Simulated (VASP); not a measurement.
Input:

```xyz
16
Lattice="2.9661 0.0000 0.0000 0.0000 4.1947 0.0000 0.0000 0.0000 26.8096" Properties=species:S:1:pos:R:3 pbc="T T T"
Mg     0.0000     0.0000     8.2142
Mg     1.4830     2.0973     9.6972
Mg     0.0000     0.0000    11.1803
Mg     1.4830     2.0973    12.6633
Mg     0.0000     0.0000    14.1463
Mg     1.4830     2.0973    15.6294
Mg     0.0000     0.0000    17.1124
Mg     1.4830     2.0973    18.5954
O      1.4830     0.0000     9.6972
O      0.0000     2.0973     8.2142
O      1.4830     0.0000    12.6633
O      0.0000     2.0973    11.1803
O      1.4830     0.0000    15.6294
O      0.0000     2.0973    14.1463
O      1.4830     0.0000    18.5954
O      0.0000     2.0973    17.1124
```

The numbers are results of r2SCAN meta-GGA, VASP's PBE PAW potentials (set 64) (plane waves; VASP), not measurements. Run with PREC = Normal, EDIFF = 1E-5, 450 eV cut-off, 7×5×1 Γ-centred mesh, Gaussian smearing of 0.050 eV, potentials Mg O.

**Question.** The ions are relaxed. Which structure does the run end with?

**Answer.** 
```xyz
16
Lattice="2.9661 0.0000 0.0000 0.0000 4.1947 0.0000 0.0000 0.0000 26.8096" Properties=species:S:1:pos:R:3 pbc="T T T"
Mg     0.0000     0.0000     8.3269
Mg     1.4830     2.0973     9.6062
Mg     0.0000     0.0000    11.1955
Mg     1.4830     2.0973    12.6451
Mg     0.0000     0.0000    14.1646
Mg     1.4830     2.0973    15.6141
Mg     0.0000     0.0000    17.2034
Mg     1.4830     2.0973    18.4827
O      1.4830     0.0000     9.6624
O      0.0000     2.0973     8.2395
O      1.4830     0.0000    12.6564
O      0.0000     2.0973    11.1744
O      1.4830     0.0000    15.6352
O      0.0000     2.0973    14.1532
O      1.4830     0.0000    18.5701
O      0.0000     2.0973    17.1472
```

**Question.** How much energy does the relaxation gain?

**Answer.** The energy (σ→0) changes by -16.7 meV/atom, in 12 ionic steps.

The cell is a thin slab with vacuum, built from MgO (rock salt): (110) face.
